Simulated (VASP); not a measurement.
Given:

```
NaI
1.0
    0.00000     3.12646     3.12646
    3.12646     0.00000     3.12646
    3.12646     3.12646     0.00000
Na I
1 1
Direct
  0.00000   0.00000   0.00000
  0.50000   0.50000   0.50000
```

The numbers are results of LDA (Ceperley-Alder, Perdew-Zunger), VASP's LDA PAW potentials (set 64) (plane waves; VASP), not measurements. Numerical set-up: 400 eV cut-off, 7×7×7 Γ-centred mesh, Gaussian smearing of 0.010 eV, potentials Na_pv I.

Q: Give the electronic dielectric tensor ε∞ (DFPT, local fields included).

A: 
```
3.64  0.00  0.00
0.00  3.64  0.00
0.00  0.00  3.64
```

Q: Give the Born effective charges.

A: 
| atom | Z*xx | Z*yy | Z*zz | mean |
|---|---|---|---|---|
| Na1 | 1.16 | 1.16 | 1.16 | 1.16 |
| I2 | -1.16 | -1.16 | -1.16 | -1.16 |

Q: And the static tensor with the ions free?

A: 
```
6.79  0.00  0.00
0.00  6.79  0.00
0.00  0.00  6.79
```

Q: Which frequencies do the optical Γ-point modes have (no LO-TO splitting)?

A: 133 (×3) cm⁻¹.

The compound is NaI in the rock salt structure. It was relaxed first, which changed the volume by -10 %.
